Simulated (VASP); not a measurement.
Input for VASP

### KPOINTS
```
Automatic mesh
0
Gamma
7 7 7
0 0 0
```

INCAR:
```
NELM = 100   # most electronic steps
NEDOS = 601   # DOS grid
ISMEAR = -5   # tetrahedra, Bloechl
LREAL = F   # projection in real space or not
ALGO = Normal
LEFG = T
LORBIT = 11   # lm-projected
LASPH = T
LCHARG = T
EDIFF = 1E-7
ISIF = 2   # forces and stress, cell fixed
LMAXMIX = 4   # l cut-off of mixed one-centre charges
PREC = Accurate
ENCUT = 520   # plane-wave cut-off (eV)
SYSTEM = BaO2
LWAVE = F
```

POSCAR:
```
BaO2
1
    1.9672096557    -3.3991415086     0.0000000000
    1.9672096557     3.3991415086     0.0000000000
    0.0000000000     0.0000000000     3.4729379876
Ba O
1 2
Direct
  0.0000000000   0.0000000000   0.0000000000
  0.3906698992   0.6093301008   0.5000000000
  0.6093301008   0.3906698992   0.5000000000
```

POTCAR, in this order: Ba_sv O (LDA.64 set). Program: vasp_std.

**Question.** Translate this LDA calculation to Ansatz.

**Answer.** One equivalent input (not run):
Ansatz 0.2 input:
```yaml
crystal:
  lattice:
    - [1.9672097, -3.3991415, 0.0000000]
    - [1.9672097, 3.3991415, 0.0000000]
    - [0.0000000, 0.0000000, 3.4729380]
  atoms:
    - { symbol: Ba, position: [0.0000000, 0.0000000, 0.0000000] }
    - { symbol: O, position: [0.3906699, 0.6093301, 0.5000000] }
    - { symbol: O, position: [0.6093301, 0.3906699, 0.5000000] }
kpoints:
  mp_grid: { grid: [7, 7, 7] }
hamiltonian:
  xc: lda
  pseudopotentials: { kind: paw }
scf:
  occupations: { method: tetrahedron }
  max_iter: 100
output: { forces: true, stress: true, eigenvalues: true }
```
The two are equivalent in intent, not identical: each code has its own PAW files, so the cut-off isn't converted (ENCUT is set for VASP's; basis.ecutwfc is left out, and Ansatz then takes the one that its files recommend); Ansatz stops its SCF on the density residual and VASP on the energy change (EDIFF); Ansatz's lda is the Perdew-Wang form, while the LDA potentials of VASP carry Perdew-Zunger's; the field gradients of LEFG aren't asked of the other code.

The structure comes from a computed database's BaO2 entry (Cmmm); how it stands against other phases isn't given here. It was relaxed first, which changed the volume by -17 %.
